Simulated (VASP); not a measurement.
Calculation: PBEsol GGA, VASP's PBE PAW potentials (set 64) (plane waves; VASP).

Input for VASP

File KPOINTS:
```
K-points
0
gamma
  8 8 8
0 0 0
```

### INCAR
```
SYSTEM = ErBRh3
PREC = Accurate
ENCUT = 600
EDIFF = 1E-7
NELM = 100
ALGO = Normal
LREAL = .FALSE.
LASPH = .TRUE.
ISMEAR = 1
SIGMA = 0.1
GGA = PS
LMAXMIX = 6
LWAVE = .FALSE.
LCHARG = .FALSE.
ISIF = 2
```

**POSCAR**
```
ErBRh3
1
    4.1304592745     0.0000000000     0.0000000000
    0.0000000000     4.1304592745     0.0000000000
    0.0000000000     0.0000000000     4.1304592745
Er B Rh
1 1 3
Direct
  0.0000000000   0.0000000000   0.0000000000
  0.5000000000   0.5000000000   0.5000000000
  0.0000000000   0.5000000000   0.5000000000
  0.5000000000   0.0000000000   0.5000000000
  0.5000000000   0.5000000000   0.0000000000
```

POTCAR, in this order: Er_3 B Rh_pv (PBE.64 set). Program: vasp_std.

Output of the run:

File OUTCAR:
```
 ion  position               nearest neighbor table
   1  0.000  0.000  0.000-   3 2.92   4 2.92   5 2.92   3 2.92   4 2.92   3 2.92   5 2.92   3 2.92
                             4 2.92   5 2.92   4 2.92   5 2.92
   2  0.500  0.500  0.500-   3 2.07   4 2.07   5 2.07   5 2.07   4 2.07   3 2.07
   3  0.000  0.500  0.500-   2 2.07   2 2.07   4 2.92   5 2.92   1 2.92   5 2.92   1 2.92   4 2.92
                             1 2.92   1 2.92   4 2.92   5 2.92   5 2.92   4 2.92
   4  0.500  0.000  0.500-   2 2.07   2 2.07   3 2.92   5 2.92   1 2.92   5 2.92   1 2.92   3 2.92
                             5 2.92   5 2.92   1 2.92   3 2.92   1 2.92   3 2.92
   5  0.500  0.500  0.000-   2 2.07   2 2.07   3 2.92   4 2.92   1 2.92   3 2.92   4 2.92   1 2.92
                             4 2.92   4 2.92   1 2.92   3 2.92   3 2.92   1 2.92
  LATTYP: Found a simple cubic cell.
 ALAT       =     4.1304592745
 Subroutine PRICEL returns:
 Original cell was already a primitive cell.
 Subroutine GETGRP returns: Found 48 space group operations
The static configuration has the point symmetry O_h .
The dynamic configuration has the point symmetry O_h .
 Subroutine INISYM returns: Found 48 space group operations
 Subroutine IBZKPT returns following result:
 Found     35 irreducible k-points:

 Following reciprocal coordinates:
            Coordinates               Weight
  0.000000  0.000000  0.000000      1.000000
  0.125000  0.000000  0.000000      6.000000
...
```

File OSZICAR:
```
       N       E                     dE             d eps       ncg     rms          rms(c)
DAV:   1     0.610058872645E+03    0.61006E+03   -0.35830E+04  3644   0.213E+03
DAV:   2    -0.130442738381E+02   -0.62310E+03   -0.61363E+03  3638   0.712E+02
DAV:   3    -0.428796519589E+02   -0.29835E+02   -0.28434E+02  3938   0.157E+02
DAV:   4    -0.437634811007E+02   -0.88383E+00   -0.86713E+00  3760   0.233E+01
DAV:   5    -0.437785781675E+02   -0.15097E-01   -0.14961E-01  3600   0.208E+00    0.423E+01
DAV:   6    -0.409970323148E+02    0.27815E+01   -0.27566E+01  3264   0.338E+01    0.123E+01
DAV:   7    -0.405733695321E+02    0.42366E+00   -0.59267E+00  3744   0.174E+01    0.126E+01
DAV:   8    -0.404721527706E+02    0.10122E+00   -0.36406E-01  3400   0.414E+00    0.308E+00
DAV:   9    -0.404724867259E+02   -0.33396E-03   -0.26220E-02  3750   0.885E-01    0.448E-01
DAV:  10    -0.404717420147E+02    0.74471E-03   -0.40201E-03  3488   0.459E-01    0.181E-01
DAV:  11    -0.404717001863E+02    0.41828E-04   -0.32216E-04  3904   0.141E-01    0.172E-02
DAV:  12    -0.404716979331E+02    0.22531E-05   -0.14226E-05  3660   0.279E-02    0.122E-02
DAV:  13    -0.404716976719E+02    0.26127E-06   -0.10595E-06  3040   0.658E-03    0.388E-03
DAV:  14    -0.404716976312E+02    0.40616E-07   -0.70967E-08  1618   0.360E-03
   1 F= -.40471698E+02 E0= -.40470934E+02  d E =-.228996E-02
```

### OUTCAR
```
------------------------ aborting loop because EDIFF is reached ----------------------------------------
  FORCE on cell =-STRESS in cart. coord.  units (eV):
  Direction    XX          YY          ZZ          XY          YZ          ZX
  --------------------------------------------------------------------------------------
  Total       -0.0214995     -0.0214995     -0.0214995      0.0000000      0.0000000     -0.0000000
  in kB       -0.4888141     -0.4888141     -0.4888141      0.0000000      0.0000000     -0.0000000
  external PRESSURE =      -0.4888141 kB  Pullay stress =       0.0000000 kB
  volume of cell :       70.47
      direct lattice vectors                 reciprocal lattice vectors
     4.130459274  0.000000000  0.000000000     0.242103828  0.000000000  0.000000000
     0.000000000  4.130459274  0.000000000     0.000000000  0.242103828  0.000000000
     0.000000000  0.000000000  4.130459274     0.000000000  0.000000000  0.242103828
 POSITION                                       TOTAL-FORCE (eV/Angst)
 -----------------------------------------------------------------------------------
      0.00000      0.00000      0.00000         0.000000      0.000000      0.000000
      2.06523      2.06523      2.06523         0.000000      0.000000      0.000000
      0.00000      2.06523      2.06523         0.000000      0.000000      0.000000
      2.06523      0.00000      2.06523         0.000000      0.000000      0.000000
      2.06523      2.06523      0.00000         0.000000      0.000000      0.000000
 -----------------------------------------------------------------------------------
    total drift:                                0.000000      0.000000      0.000000
  FREE ENERGIE OF THE ION-ELECTRON SYSTEM (eV)
  ---------------------------------------------------
  free  energy   TOTEN  =       -40.4716976312 eV

  energy  without entropy=      -40.4694076673  energy(sigma->0) =      -40.47093431
```
(Selected blocks of OUTCAR.)

OUTCAR:
```
 val. band max:        8.4996350010   @ k =   0.3750   0.3750   0.2500

 cond. band min:       8.5038498646   @ k =   0.5000   0.5000   0.3750


 Fermi energy:         8.5009000675

 k-point     1 :       0.0000    0.0000    0.0000
  band No.  band energies     occupation
      1     -37.9603      2.00000
      2     -37.9603      2.00000
      3     -37.9603      2.00000
      4     -37.4332      2.00000
      5     -37.4332      2.00000
      6     -37.4332      2.00000
      7     -37.4242      2.00000
      8     -37.4242      2.00000
      9     -37.4242      2.00000
     10     -15.0386      2.00000
     11     -15.0386      2.00000
     12     -15.0386      2.00000
     13      -1.8427      2.00000
     14       2.8165      2.00000
     15       3.9360      2.00000
     16       3.9360      2.00000
     17       3.9360      2.00000
     18       4.0423      2.00000
     19       4.0423      2.00000
     20       6.6304      2.00000
     21       6.6304      2.00000
     22       6.6304      2.00000
     23       7.1784      2.00000
     24       7.1784      2.00000
     25       7.7676      2.00000
     26       7.7676      2.00000
     27       7.7676      2.00000
     28       8.7983     -0.00022
     29       8.7983     -0.00022
     30       8.7983     -0.00022
     31       8.7990     -0.00021
     32      12.5261      0.00000
     33      12.5261      0.00000
     34      15.1430      0.00000

 k-point     2 :       0.1250    0.0000    0.0000
  band No.  band energies     occupation
      1     -37.9585      2.00000
      2     -37.9585      2.00000
      3     -37.9566      2.00000
      4     -37.4369      2.00000
      5     -37.4338      2.00000
      6     -37.4338      2.00000
      7     -37.4252      2.00000
      8     -37.4252      2.00000
      9     -37.4244      2.00000
     10     -15.0545      2.00000
     11     -15.0405      2.00000
     12     -15.0405      2.00000
     13      -1.7136      2.00000
     14       2.9698      2.00000
...
```

The 4f electrons are frozen in the core of the lanthanide potential, so 4f levels, which can set the real gap, and their magnetism are missing.

The structure comes from a computed database's ErBRh3 entry (Pm-3m); how it stands against other phases isn't given here. It was relaxed first. The electron count is odd and the run is not spin-polarised, which forces a metal.
